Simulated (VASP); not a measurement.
An input for Ansatz (written as the equivalent of a VASP run, and not itself run):

Ansatz 0.2 input:
```yaml
crystal:
  lattice:
    - [3.7681246, 0.0000000, 0.0000000]
    - [-1.8840623, 3.2632919, 0.0000000]
    - [0.0000000, 0.0000000, 4.8795129]
  atoms:
    - { symbol: Pt, position: [0.0000000, 0.0000000, 1.0000000] }
    - { symbol: Se, position: [0.3333330, 0.6666670, 0.2570282] }
    - { symbol: Se, position: [0.6666670, 0.3333330, 0.7429718] }
kpoints:
  mp_grid: { grid: [9, 9, 6] }
hamiltonian:
  xc: r2scan
  pseudopotentials: { kind: paw }
scf:
  occupations: { method: methfessel_paxton, width: 0.1 }
  max_iter: 100
relax:
  max_steps: 60
  f_tol: 0.02
  cell: {}
output: { forces: true, stress: true, eigenvalues: true }
```

Question: Write the VASP files for the same calculation (r2SCAN).

Answer: This is not unique; one that fits is 
File KPOINTS:
```
Regular mesh
0
gamma
9 9 6
0 0 0
```

### INCAR
```
ENCUT = 480
LWAVE = .FALSE.
METAGGA = R2SCAN
LASPH = .TRUE.   ! aspherical one-centre terms
IBRION = 2   ! conjugate gradients
LCHARG = .FALSE.
LREAL = .FALSE.   ! projection in real space or not
ALGO = Normal
LMAXMIX = 6
LMIXTAU = .TRUE.
ISIF = 3   ! ions, shape and volume
PREC = Accurate
NSW = 60   ! most ionic steps
SIGMA = 0.1   ! width (eV)
NELM = 100   ! most electronic steps
EDIFF = 1E-6
EDIFFG = -0.02
SYSTEM = PtSe2
ISMEAR = 1
```

### POSCAR
```
PtSe2
1
    3.7681246310    -0.0000000000     0.0000000000
   -1.8840623155     3.2632919064     0.0000000000
    0.0000000000    -0.0000000000     4.8795128888
Pt Se
1 2
Direct
  0.0000000000   0.0000000000   1.0000000000
  0.3333330000   0.6666670000   0.2570281518
  0.6666670000   0.3333330000   0.7429718482
```

POTCAR, in this order: Pt Se (PBE.64 set). Program: vasp_std.

The two are equivalent in intent, not identical: each code has its own PAW files, so the cut-off isn't converted (ENCUT is set for VASP's; basis.ecutwfc is left out, and Ansatz then takes the one that its files recommend); Ansatz stops its SCF on the density residual and VASP on the energy change (EDIFF).

The compound is PtSe2 in the 1T layered structure. This run relaxes it. Symmetry was kept, so distortions that lower it aren't found.
